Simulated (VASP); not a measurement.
Level of theory: r2SCAN meta-GGA, VASP's PBE PAW potentials (set 64) (plane waves; VASP).

VASP ran on this input.

**POSCAR**
```
YSe
1.0
  0.0000000000   2.8792329945   2.8792329945
  2.8792329945   0.0000000000   2.8792329945
  2.8792329945   2.8792329945   0.0000000000
Y Se
1 1
Direct
  0.0000000000   0.0000000000   0.0000000000
  0.5000000000   0.5000000000   0.5000000000
```

INCAR:
```
# general
SYSTEM   =  YSe
PREC     =  Accurate
ENCUT    =  400
LREAL    =  .FALSE.
LASPH    =  .TRUE.

# electronic loop
EDIFF    =  1E-6
NELM     =  100
ALGO     =  Normal
LMAXMIX  =  4
LMIXTAU  =  .TRUE.

# smearing
ISMEAR   =  1
SIGMA    =  0.1

# functional
METAGGA  =  R2SCAN

# ions
IBRION   =  2
NSW      =  60
ISIF     =  3
EDIFFG   =  -0.01

# output
LWAVE    =  .FALSE.
LCHARG   =  .FALSE.
```

**KPOINTS**
```
kpoints
0
gamma
 10 10 10
```

POTCAR, in this order: Y_sv Se (PBE.64 set). Program: vasp_std.

Task: What will the output report for the number of irreducible k-points (NKPTS), number of bands (NBANDS), largest plane-wave count, number of space-group operations, FFT grid (NGX, NGY, NGZ)?

Result: 
```json
{
  "number of irreducible k-points (NKPTS)": "47",
  "number of bands (NBANDS)": "12",
  "largest_plane_wave_count": "893",
  "number_of_space_group_operations": "48",
  "FFT grid (NGX, NGY, NGZ)": "28 × 28 × 28"
}
```

The structure was generated: YSe was put into the rock salt type (Fm-3m), which need not be its known phase. It was relaxed first, which changed the volume by -36 %. The start is the result of an earlier pass. The electron count is odd and the run is not spin-polarised, which forces a metal.
